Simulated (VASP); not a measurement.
NiAl (CsCl type): the lattice constant a from VASP (plane waves, PAW) at several levels of theory. Static lattice.

| level | lattice constant a (Å) | error against measurement |
|---|---|---|
| LDA | 2.834 | -1.7 % |
| PBE | 2.892 | +0.4 % |
| PBEsol | 2.862 | -0.7 % |
| RPBE | 2.916 | +1.2 % |
| AM05 | 2.862 | -0.7 % |
| PBE-D3(BJ) | 2.857 | -0.9 % |
| PBE-D4 | 2.860 | -0.8 % |
| optB88-vdW | 2.886 | +0.2 % |
| rev-vdW-DF2 | 2.878 | -0.1 % |
| revTPSS | 2.860 | -0.8 % |
| SCAN | 2.845 | -1.3 % |
| r2SCAN | 2.861 | -0.7 % |
| r2SCAN+rVV10 | 2.856 | -0.9 % |

Measured: 2.882 Å at 0 K (as given by H. Levämäki et al., Physical Review B (2014), arXiv:1402.3671; extrapolated to 0 K, zero-point anharmonic expansion removed (Haas, Tran, Blaha 2009)).

The cell of the LDA run:

```yaml
crystal:
  lattice:
    - [2.83362, 0.00000, 0.00000]
    - [0.00000, 2.83362, 0.00000]
    - [0.00000, 0.00000, 2.83362]
  atoms:
    - { symbol: Al, position: [0.50000, 0.50000, 0.50000] }
    - { symbol: Ni, position: [0.00000, 0.00000, 0.00000] }
```

Only levels that ran to the end are used. Left out are those held back, those with too coarse a band path, GW runs whose mesh misses a band edge, hybrids' fits of cells that aren't cubic and levels without matching references; a question may draw on a part of the rest.

The compound is NiAl in the CsCl type structure.
